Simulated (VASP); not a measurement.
An input for Ansatz (written as the equivalent of a VASP run, and not itself run):

Ansatz 0.2 input:
```yaml
crystal:
  lattice:
    - [0.0000000, 3.1347510, 3.1347510]
    - [3.1347510, 0.0000000, 3.1347510]
    - [3.1347510, 3.1347510, 0.0000000]
  atoms:
    - { symbol: Mn, position: [0.0000000, 0.0000000, 0.0000000], spin: 4 }
    - { symbol: V, position: [0.5000000, 0.5000000, 0.5000000], spin: 2 }
    - { symbol: V, position: [0.2500000, 0.2500000, 0.2500000], spin: 2 }
    - { symbol: V, position: [0.7500000, 0.7500000, 0.7500000], spin: 2 }
kpoints:
  mp_grid: { grid: [5, 5, 5] }
hamiltonian:
  xc: pbesol
  pseudopotentials: { kind: paw }
magnetization: { spin_polarized: true }
scf:
  occupations: { method: fermi_dirac, width: 0.1 }
  max_iter: 100
output: { forces: true, stress: true, eigenvalues: true }
```

Q: Write the VASP files for the same calculation (PBEsol).

A: This is not unique; one that fits is 
KPOINTS:
```
Automatic mesh
0
Gamma
5 5 5
0 0 0
```

**INCAR**
```
# general
SYSTEM  = MnV3
PREC    = Accurate
ENCUT   = 300
LREAL   = .FALSE.   # projection in real space or not
LASPH   = .TRUE.

# electronic loop
EDIFF   = 1E-6   # SCF stop (eV)
NELM    = 100
ALGO    = Normal   # blocked Davidson
LMAXMIX = 4

# smearing
ISMEAR  = -1
SIGMA   = 0.1

# functional
GGA     = PS   # PBEsol

# spin
ISPIN   = 2   # spin-polarised
MAGMOM  = 4.0 3*2.0

# ions
ISIF    = 2   # forces and stress, cell fixed

# output
LWAVE   = .FALSE.
LCHARG  = .FALSE.
LORBIT  = 11   # lm-projected
```

### POSCAR
```
MnV3
3.1347510
  0.0000000000   1.0000000000   1.0000000000
  1.0000000000   0.0000000000   1.0000000000
  1.0000000000   1.0000000000   0.0000000000
Mn V
1 3
direct
  0.0000000000   0.0000000000   0.0000000000
  0.5000000000   0.5000000000   0.5000000000
  0.2500000000   0.2500000000   0.2500000000
  0.7500000000   0.7500000000   0.7500000000
```

POTCAR, in this order: Mn_pv V_sv (PBE.64 set). Program: vasp_std.

What does not carry over: each code has its own PAW files, so the cut-off isn't converted (ENCUT is set for VASP's; basis.ecutwfc is left out, and Ansatz then takes the one that its files recommend); Ansatz stops its SCF on the density residual and VASP on the energy change (EDIFF).

The structure was generated: MnV3 was put into an ordered model structure, which need not be its known phase. The cell was not relaxed at this level. The k-mesh is coarse (spacing up to 0.35 per Å, 2π included), so the numbers may not be converged in it.
